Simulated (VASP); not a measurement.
GeF$_{4}$ (space group I-43m): the band gap from VASP (plane waves, PAW) at several levels of theory. Gaps are without spin-orbit coupling. Each level names its cell: its own relaxed one, PBE's, or the starting one. A gap is the smallest over the k-mesh and a band path; hybrids may have named points in place of the path, and GW has the mesh alone.

```json
[
 {"level": "LDA (own cell)", "band gap (eV)": "4.87"},
 {"level": "PBEsol (own cell)", "band gap (eV)": "5.39"}
]
```

The cell of the LDA (own cell) run:

```cif
data_F4Ge
_chemical_formula_sum 'Ge1 F4'
_space_group_name_H-M_alt 'P 1'
_space_group_IT_number 1
_cell_length_a 4.43556
_cell_length_b 4.43556
_cell_length_c 4.43556
_cell_angle_alpha 109.471
_cell_angle_beta 109.471
_cell_angle_gamma 109.471
loop_
_space_group_symop_operation_xyz
  'x, y, z'
loop_
_atom_site_label
_atom_site_type_symbol
_atom_site_fract_x
_atom_site_fract_y
_atom_site_fract_z
_atom_site_occupancy
Ge1 Ge 0.00000 0.00000 0.00000 1
F1 F 0.00000 0.61706 0.00000 1
F2 F 0.38294 0.38294 0.38294 1
F3 F 0.61706 0.00000 0.00000 1
F4 F 0.00000 0.00000 0.61706 1
```

Only levels that ran to the end are used. Left out are those held back, those with too coarse a band path, GW runs whose mesh misses a band edge, hybrids' fits of cells that aren't cubic and levels without matching references; a question may draw on a part of the rest.

The structure comes from a computed database's GeF4 entry (I-43m); how it stands against other phases isn't given here.
